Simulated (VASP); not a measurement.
VASP runs on BeSe (zinc blende) share one base input (PBE GGA, plane waves, VASP's PBE PAW potentials (set 64)) and change the settings named in each case.

INCAR:
```
ISMEAR  =  0   ! Gaussian
EDIFF  =  1E-6
PREC  =  Accurate
SYSTEM  =  BeSe
ENCUT  =  400   ! plane-wave cut-off (eV)
NELM  =  100   ! most electronic steps
LMAXMIX  =  4
LWAVE  =  .FALSE.
LASPH  =  .TRUE.
LCHARG  =  .FALSE.
SIGMA  =  0.05   ! width (eV)
ISIF  =  2   ! forces and stress, cell fixed
LREAL  =  .FALSE.   ! projection in real space or not
ALGO  =  Normal
GGA  =  PE
```

File KPOINTS:
```
Automatic mesh
0
Gamma
8 8 8
0 0 0
```

### POSCAR
```
BeSe
1
    0.0000000000     2.6214000000     2.6214000000
    2.6214000000     0.0000000000     2.6214000000
    2.6214000000     2.6214000000     0.0000000000
Be Se
1 1
Direct
  0.0000000000   0.0000000000   0.0000000000
  0.2500000000   0.2500000000   0.2500000000
```

POTCAR, in this order: Be Se (PBE.64 set). Program: vasp_std.

```
change                                     E(σ→0) (eV/atom)
-----------------------------------------  ----------------
base run                                            -4.4244
ENCUT = 520, POTCAR Be Se_GW (PBE.64 set)           -4.4260
ENCUT = 520, POTCAR Be_sv Se (PBE.64 set)           -4.4233
ENCUT = 520                                         -4.4247
ENCUT = 800                                         -4.4249
```
 Energies of different potentials or functionals have different zeros.

Left out are runs that ran out of time, are held back, or changed the cell or the kind of run, fixed moments of cells without a moment, rows past the twelfth, gaps on odd meshes, pressures of charged cells and columns that move by less than the noise.

The compound is BeSe in the zinc blende structure. The cell was not relaxed at this level.
